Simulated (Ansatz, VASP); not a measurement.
# Cross-check of Rh (Rh wire along [111], 19 atoms a period) between VASP and Ansatz

One calculation is typed for both programs; each brings its own data sets. How far apart do they land? Of the first pair: The structure shown is the start of the Ansatz relaxation below; VASP solves that cell, so the two are compared at the walk's first step.

Method: plane waves, with VASP 6.6.1 beside it; PBE, in Ansatz 0.2.0.

### 1. Set-up

The cell holds 19 atoms: 19 Rh. Cell: a = 12.216 Å, b = 13.054 Å, c = 6.634 Å, α = 90.0°, β = 90.0°, γ = 90.0°. Vacuum lies along a and b. The structure's axis is c.

### 2. Ansatz: relaxation, PBE

Ansatz runs on its PAW soft_1 files.

The two programs are compared at the cell with which this relaxation starts, whose forces are those of its first step.

The input, input.yaml:

```yaml
crystal:
  lattice:
    - [12.216, 0.0, 0.0]
    - [0.0, 13.054, 0.0]
    - [0.0, 0.0, 6.633754593]
  atoms:
    - { symbol: Rh, position: [0.389170718, 0.320345907, 0.0] }
    - { symbol: Rh, position: [0.500017925, 0.500013935, 0.0] }
    - { symbol: Rh, position: [0.610865132, 0.320345907, 0.0] }
    - { symbol: Rh, position: [0.72171234, 0.500013935, 0.0] }
    - { symbol: Rh, position: [0.27832351, 0.61979262, 0.333333333] }
    - { symbol: Rh, position: [0.389170718, 0.440124592, 0.333333333] }
    - { symbol: Rh, position: [0.500017925, 0.61979262, 0.333333333] }
    - { symbol: Rh, position: [0.500017925, 0.260456565, 0.333333333] }
    - { symbol: Rh, position: [0.610865132, 0.440124592, 0.333333333] }
    - { symbol: Rh, position: [0.72171234, 0.61979262, 0.333333333] }
    - { symbol: Rh, position: [0.27832351, 0.38023525, 0.666666667] }
    - { symbol: Rh, position: [0.389170718, 0.559903277, 0.666666667] }
    - { symbol: Rh, position: [0.500017925, 0.38023525, 0.666666667] }
    - { symbol: Rh, position: [0.500017925, 0.739571305, 0.666666667] }
    - { symbol: Rh, position: [0.610865132, 0.559903277, 0.666666667] }
    - { symbol: Rh, position: [0.72171234, 0.38023525, 0.666666667] }
    - { symbol: Rh, position: [0.27832351, 0.500013935, 0.0] }
    - { symbol: Rh, position: [0.389170718, 0.679681962, 0.0] }
    - { symbol: Rh, position: [0.610865132, 0.679681962, 0.0] }
kpoints:
  mp_grid: { grid: [1, 1, 13] }
scf:
  occupations: { method: fermi_dirac, width: 0.05 }
hamiltonian:
  xc: pbe
  pseudopotentials: { kind: paw, azcp: { folder: soft_1 } }
relax:
  cell: { fix: [a, b, alpha, beta, gamma] }
  max_steps: 45
  f_tol: 0.03
```

Started as:

```console
ansatz run input.yaml --threads 4 --pin off --max-ram 16384MiB --backend cpu --events-out ev --progress --plain --runs-dir out
```

Numbers of over 12 decimals in the logs are rounded to 6 here.

The program printed:

```text
Engine: ansatz 0.2.0, aarch64-unknown-linux-gnu
Pseudopotentials: kind: paw
Pseudopotential: Rh, paw, valence charge 17, recommended cutoff 420 eV (normal), soft_1/Rh.paw.azcp
Functional definition: PBE
  parameter kappa = 0.804
  parameter beta = 0.066725
  exchange = pbe_x(kappa = kappa, mu = beta*pi^2/3)
  correlation = pbe_c(beta = beta)
Crystal: 19 atoms, lattice volume = 1057.869 Å³
Basis set: ecut = 420 eV, 20621 PW (Γ), exchange–correlation on 180×180×90 points (8 copies of the dense FFT grid, shifted against one another)
Bands: 194, of which v1, the nominal top of the filled ones, is band 162 counted from 1 (161 counted from 0)
Symmetry: 4 space group operations
Space group: P2/m (ITA 10), of the structure as read, at distance tolerance 1.0e-4 Å
k-points: 7 of 13
Non-local potential: Rh, projectors of the file, l = 0: 3, l = 1: 2, l = 2: 2, l = 3: 1
PAW form: soft (Blöchl's): semilocal exchange-correlation on the pseudo side does not see the compensation charge
PAW one-centre angular grid: Rh, 590 points (default); XC on 64 Gauss nodes
Initial density: superposition of atomic densities (neutral atoms: chi_scale 0, normalization atom)
Initial wavefunctions: pseudopotential atomic-orbital guess
Functional: x = pbe(κ = 0.804, μ = 0.219515), c = pbe(β = 0.066725)
SCF iter   1: F=—  HF=-121639.208300 eV  |F-HF|=—  |Δ(HF+E_count)|=         —  Δρ=4.41e-2  dr2=3.56e1  ethr=3.10e-3  ⟨swp⟩=8.0  Hψ=5324  notcnv=0  defer=29
preconditioner: auto → LDOS  [metal: Δε(μ)=0.043 eV  Ē_g=4.279 eV  σ=0.050 eV  W_gap=0.21  n_scr=208 (ndim 8)  ℏωp=14.9 eV  f_vac=0.602  D(μ)=46.96/eV (n_scr^D=392)  β→1.0]
SCF iter   2: F=—  HF=-121645.599223 eV  |F-HF|=—  |Δ(HF+E_count)|=    6.39e0  Δρ=5.63e-2  dr2=5.99e1  ethr=3.10e-3  ⟨swp⟩=3.9  Hψ=3649  notcnv=0  defer=63
SCF iter   3: F=—  HF=-121631.148972 eV  |F-HF|=—  |Δ(HF+E_count)|=    1.45e1  Δρ=1.34e-2  dr2=2.21e0  ethr=3.10e-3  ⟨swp⟩=2.7  Hψ=2902  notcnv=0  defer=66
SCF iter   4: F=—  HF=-121630.585601 eV  |F-HF|=—  |Δ(HF+E_count)|=   5.63e-1  Δρ=2.76e-3  dr2=8.56e-2  ethr=6.84e-4  ⟨swp⟩=3.9  Hψ=3175  notcnv=0  defer=58
SCF iter   5: F=—  HF=-121630.579260 eV  |F-HF|=—  |Δ(HF+E_count)|=   6.34e-3  Δρ=9.77e-4  dr2=1.50e-2  ethr=2.65e-5  ⟨swp⟩=2.0  Hψ=2314  notcnv=0  defer=58
SCF iter   6: F=—  HF=-121630.580111 eV  |F-HF|=—  |Δ(HF+E_count)|=   8.51e-4  Δρ=3.05e-4  dr2=3.16e-3  ethr=4.66e-6  ⟨swp⟩=2.0  Hψ=1914  notcnv=0  defer=58
SCF iter   7: F=—  HF=-121630.580065 eV  |F-HF|=—  |Δ(HF+E_count)|=   4.65e-5  Δρ=1.39e-4  dr2=2.68e-4  ethr=9.78e-7  ⟨swp⟩=2.0  Hψ=1869  notcnv=0  defer=58
SCF iter   8: F=—  HF=-121630.580063 eV  |F-HF|=—  |Δ(HF+E_count)|=   1.44e-6  Δρ=4.80e-5  dr2=6.40e-5  ethr=8.28e-8  ⟨swp⟩=2.0  Hψ=1979  notcnv=0  defer=58
SCF iter   9: F=—  HF=-121630.580396 eV  |F-HF|=—  |Δ(HF+E_count)|=   3.33e-4  Δρ=2.23e-5  dr2=7.73e-6  ethr=1.98e-8  ⟨swp⟩=2.0  Hψ=1870  notcnv=0  defer=58
SCF iter  10: F=—  HF=-121630.580398 eV  |F-HF|=—  |Δ(HF+E_count)|=   1.94e-6  Δρ=9.48e-6  dr2=2.04e-6  ethr=2.39e-9  ⟨swp⟩=2.0  Hψ=1742  notcnv=0  defer=58
SCF iter  11: F=—  HF=-121630.580398 eV  |F-HF|=—  |Δ(HF+E_count)|=   2.25e-7  Δρ=3.95e-6  dr2=3.30e-7  ethr=6.31e-10  ⟨swp⟩=2.0  Hψ=1815  notcnv=0  defer=58
SCF iter  12: F=-121630.580398 eV  HF=-121630.580398 eV  |F-HF|=1.48e-8  |Δ(HF+E_count)|=   1.52e-8  Δρ=1.73e-6  dr2=3.43e-8  ethr=3.10e-11  ⟨swp⟩=4.0  Hψ=4301  notcnv=0
SCF 1 converged in 12 iterations: F = -121630.580398 eV  dr2 = 3.43e-8
  greatest PAW one-centre occupation: 1.000 electrons in one spin orbital (limit 2), on the Rh atom at site 1 (counted from 0), in its partial waves of l = 0
relax step   1: F+E_penalty+E_count = -121630.58039802 eV  Δ(F+E_penalty+E_count) = +0.000e0 eV  max|allowed force component| = 1.875e0 eV/Å  Δτ_max = 0.0000 Å  P = -4.232 GPa  Ω = 1057.869 Å³  fix = [a, b, alpha, beta, gamma]  reactions: a -3.615, b -3.692 GPa; alpha -0.001 GPa/rad  (12 SCF iters, dr2 threshold 1.00e-7 eV, accepted)
[...]
relax step   5: F+E_penalty+E_count = -121632.66189333 eV  Δ(F+E_penalty+E_count) = -6.655e-4 eV  max|allowed force component| = 6.783e-3 eV/Å  Δτ_max = 0.0053 Å  P = +0.049 GPa  Ω = 1021.584 Å³  energy of the carried Pulay correction = +5.251e-3 eV  fix = [a, b, alpha, beta, gamma]  reactions: a +0.080, b +0.009 GPa; alpha -0.003 GPa/rad  (7 SCF iters, dr2 threshold 6.00e-8 eV, accepted)
[...]
relax step   6: F+E_penalty+E_count = -121632.66194604 eV  Δ(F+E_penalty+E_count) = -5.270e-5 eV  max|allowed force component| = 2.552e-3 eV/Å  Δτ_max = 0.0011 Å  P = +0.031 GPa  Ω = 1022.131 Å³  energy of the carried Pulay correction = +5.171e-3 eV  fix = [a, b, alpha, beta, gamma]  reactions: a +0.078, b +0.008 GPa; alpha -0.002 GPa/rad  (7 SCF iters, dr2 threshold 8.44e-9 eV, accepted)
[...]
relax step   7: F+E_penalty+E_count = -121632.65442466 eV  Δ(F+E_penalty+E_count) = +7.521e-3 eV  max|allowed force component| = 3.295e-3 eV/Å  Δτ_max = 0.0000 Å  P = +0.041 GPa  Ω = 1022.131 Å³  fix = [a, b, alpha, beta, gamma]  reactions: a +0.085, b +0.016 GPa; alpha -0.002 GPa/rad  stress off target by 2.23e-2 GPa on what of the cell is left free  SCF on the basis re-selected at this cell (its energy is not comparable with the rows above)  (8 SCF iters)
basis re-selected at this cell: Δ(F+E_penalty+E_count) = +7.521e-3 eV, ΔP = +0.010 GPa vs the last step (what re-selecting the basis moved, of the pressure what is left beyond the Pulay correction that the steps carried, after the strain that the cell walked since its last selection, with what the two solves' SCF thresholds leave and, on support functions, any second-order correction that the steps lacked; it is no m [...]
SCF converged after 8 iterations
Free energy (F): -121632.654425 eV
Harris-Foulkes:  -121632.654425 eV  (|F-HF|=0.00e0)
Internal energy: -121632.299380 eV  (E = F + TS)
E sigma→0 (E₀):  -121632.476902 eV
Entropy (-TS):   -0.355045 eV (-18.687 meV/atom)
Fermi energy:    2.454540 eV
--- Per-component energies (eV) ---
  E_band       = -7886.308389
  E_kinetic    = 10195.903592
  E_local      = -195273.671122  (includes V_loc(G=0)·N_el)
  E_nonlocal   = 5708.320544
  E_hartree    = 90883.750412
  E_xc         = -3804.905611
  E_vxc        = -4770.088880  (∫ρ·V_xc dr)
  E_paw        = -68479.591672  (= ΣΔE_a)
  E_vpaw       = -5514.276150  (= ΣTr[D̂ρ^β])
  E_aug_tail   = 0.001263  (compensation charges beyond the density's cutoff)
  E_ewald      = 39137.893214
  E_smearing   = -0.355045  (= −TS)
  E_closure    = 0.000000  (closes the sum)
  Σ components = -121632.654425   (vs F -121632.654425, Δ=0.00e0)
--- Forces (eV/Å), atoms counted from 1 ---
  atom   1  Rh     0.00056892     0.00107980    -0.00006129
  atom   2  Rh     0.00000000     0.00000000     0.00000000
  atom   3  Rh    -0.00056892     0.00107980    -0.00006129
  atom   4  Rh    -0.00106586     0.00000000     0.00000000
  atom   5  Rh    -0.00252358     0.00166641     0.00279443
  atom   6  Rh     0.00003548    -0.00012682    -0.00172025
  atom   7  Rh     0.00000000    -0.00051938    -0.00188486
  atom   8  Rh    -0.00000000    -0.00329451     0.00251349
  atom   9  Rh    -0.00003548    -0.00012682    -0.00172025
  atom  10  Rh     0.00252358     0.00166641     0.00279443
  atom  11  Rh    -0.00252358    -0.00166641    -0.00279443
  atom  12  Rh     0.00003548     0.00012682     0.00172025
  atom  13  Rh     0.00000000     0.00051938     0.00188486
  atom  14  Rh     0.00000000     0.00329451    -0.00251349
  atom  15  Rh    -0.00003548     0.00012682     0.00172025
  atom  16  Rh     0.00252358    -0.00166641    -0.00279443
  atom  17  Rh     0.00106586     0.00000000     0.00000000
  atom  18  Rh     0.00056892    -0.00107980     0.00006129
  atom  19  Rh    -0.00056892    -0.00107980     0.00006129
  max |Σ_I F_I| component: 4.34e-19 eV/Å
--- Stress (GPa, compression-positive) ---
        0.085221       0.000000       0.000000
        0.000000       0.016170       0.001862
        0.000000       0.001862       0.022292
  P = ⅓ Tr σ = 0.0412 GPa (0.412 kbar)
--- Relaxed structure (6 steps of the walk, 6 accepted, 1 SCFs on fresh bases) ---
  F+E_penalty+E_count = -121632.65442466 eV   max|allowed force component| = 3.295e-3 eV/Å   (the final SCF, on the basis selected at the relaxed cell)
  cell:  # Å, volume = 1022.1310 Å³
    - [12.216, 0.0, 0.0]
    - [0.0, 13.054, 0]
    - [0.0, 0, 6.409644]
  atoms:
    - { symbol: Rh, position: [0.392574, 0.325812, 6.914902072530474e-5] }
    - { symbol: Rh, position: [0.500017925, 0.500014, 0] }
    - { symbol: Rh, position: [0.607461, 0.325812, 6.914902072530474e-5] }
    - { symbol: Rh, position: [0.714837, 0.500014, 0] }
    - { symbol: Rh, position: [0.288977, 0.614090, 0.324932] }
    - { symbol: Rh, position: [0.385390, 0.438106, 0.336242] }
    - { symbol: Rh, position: [0.500017925, 0.623657, 0.336199] }
    - { symbol: Rh, position: [0.500017925, 0.271965, 0.325178] }
    - { symbol: Rh, position: [0.614646, 0.438106, 0.336242] }
    - { symbol: Rh, position: [0.711059, 0.614090, 0.324932] }
    - { symbol: Rh, position: [0.288977, 0.385938, 0.675068] }
    - { symbol: Rh, position: [0.385390, 0.561922, 0.663758] }
    - { symbol: Rh, position: [0.500017925, 0.376370, 0.663801] }
    - { symbol: Rh, position: [0.500017925, 0.728063, 0.674822] }
    - { symbol: Rh, position: [0.614646, 0.561922, 0.663758] }
    - { symbol: Rh, position: [0.711059, 0.385938, 0.675068] }
    - { symbol: Rh, position: [0.285199, 0.500014, 0] }
    - { symbol: Rh, position: [0.392574, 0.674216, -6.914902072530465e-5] }
    - { symbol: Rh, position: [0.607461, 0.674216, -6.914902072530465e-5] }
```

The column dr2 measures how far the density is from self-consistency, as an energy; F and HF (Harris–Foulkes) agree once it is small.

[end of part 1 of 2]

[Lines on the potential files, build, host, timing and source positions are cut from VASP's logs without a mark.]

[Logs are printed without paths, hosts, clocks, repeated set-up lines and the standing remarks that a program may print on its own settings, such as how far it seeks lower states.]

[Hosts, paths, dates, database ids (printed as entryN), source tags and the programs' standing remarks are cut or masked in the printed files.]
